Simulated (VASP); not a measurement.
An input for Ansatz (written as the equivalent of a VASP run, and not itself run):

Ansatz 0.2 input:
```yaml
crystal:
  lattice:
    - [0.0000000, 3.0348000, 3.0348000]
    - [3.0348000, 0.0000000, 3.0348000]
    - [3.0348000, 3.0348000, 0.0000000]
  atoms:
    - { symbol: In, position: [0.0000000, 0.0000000, 0.0000000] }
    - { symbol: Sb, position: [0.5000000, 0.5000000, 0.5000000] }
kpoints:
  mp_grid: { grid: [7, 7, 7] }
hamiltonian:
  xc: pbesol
  pseudopotentials: { kind: paw }
scf:
  occupations: { method: gaussian, width: 0.05 }
  max_iter: 100
relax:
  max_steps: 60
  f_tol: 0.01
  cell: {}
output: { forces: true, stress: true, eigenvalues: true }
```

Q: Translate this input to VASP (INCAR, KPOINTS, POSCAR, choice of POTCAR).

A: One answer among several that fit: 
File KPOINTS:
```
Automatic mesh
0
Gamma
7 7 7
0 0 0
```

### POSCAR
```
InSb
1.0
  0.0000000000   3.0348000000   3.0348000000
  3.0348000000   0.0000000000   3.0348000000
  3.0348000000   3.0348000000   0.0000000000
In Sb
1 1
Cart
  0.0000000000   0.0000000000   0.0000000000
  3.0348000000   3.0348000000   3.0348000000
```

### INCAR
```
ALGO = Normal
EDIFF = 1E-6
EDIFFG = -0.01
ENCUT = 400
GGA = PS
IBRION = 2
ISIF = 3
ISMEAR = 0
LASPH = .True.
LCHARG = .False.
LMAXMIX = 4
LREAL = .False.
LWAVE = .False.
NELM = 100
NSW = 60
PREC = Accurate
SIGMA = 0.05
SYSTEM = InSb
```

POTCAR, in this order: In_d Sb (PBE.64 set). Program: vasp_std.

Limits of the translation: each code has its own PAW files, so the cut-off isn't converted (ENCUT is set for VASP's; basis.ecutwfc is left out, and Ansatz then takes the one that its files recommend); Ansatz stops its SCF on the density residual and VASP on the energy change (EDIFF).

The structure was generated: InSb was put into the rock salt type (Fm-3m), which need not be its known phase. This run relaxes it. Symmetry was kept, so distortions that lower it aren't found.
